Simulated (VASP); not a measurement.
Given:

```
CELL_PARAMETERS angstrom
      0.00000     3.27444     3.27444
      3.27444     0.00000     3.27444
      3.27444     3.27444     0.00000
ATOMIC_POSITIONS crystal
  Na 0.25000 0.25000 0.25000
  Na 0.75000 0.75000 0.75000
  S  0.00000 0.00000 0.00000
```

Calculation: PBE GGA, VASP's PBE PAW potentials (set 64) (plane waves; VASP). Run with 530 eV cut-off, 5×5×5 Γ-centred mesh, Gaussian smearing of 0.050 eV, potentials Na_pv S.

Give the elastic stiffness tensor with the ions relaxed (GPa, in the frame of the cell).

```
      xx    yy    zz    yz    xz    xy
--  ----  ----  ----  ----  ----  ----
xx  55.2  16.4  16.4   0.0   0.0   0.0
yy  16.4  55.2  16.4   0.0   0.0   0.0
zz  16.4  16.4  55.2   0.0   0.0   0.0
yz   0.0   0.0   0.0  17.8   0.0   0.0
xz   0.0   0.0   0.0   0.0  17.8   0.0
xy   0.0   0.0   0.0   0.0   0.0  17.8
```

What does the run give for the Hill bulk modulus, Hill shear modulus, Young's modulus, Poisson's ratio?

The Hill bulk modulus is 29.3 GPa. The Hill shear modulus comes out as 18.5 GPa and the Young's modulus comes out as 45.7 GPa. The Poisson's ratio is 0.240.

The compound is Na2S in the antifluorite structure. It was relaxed first.
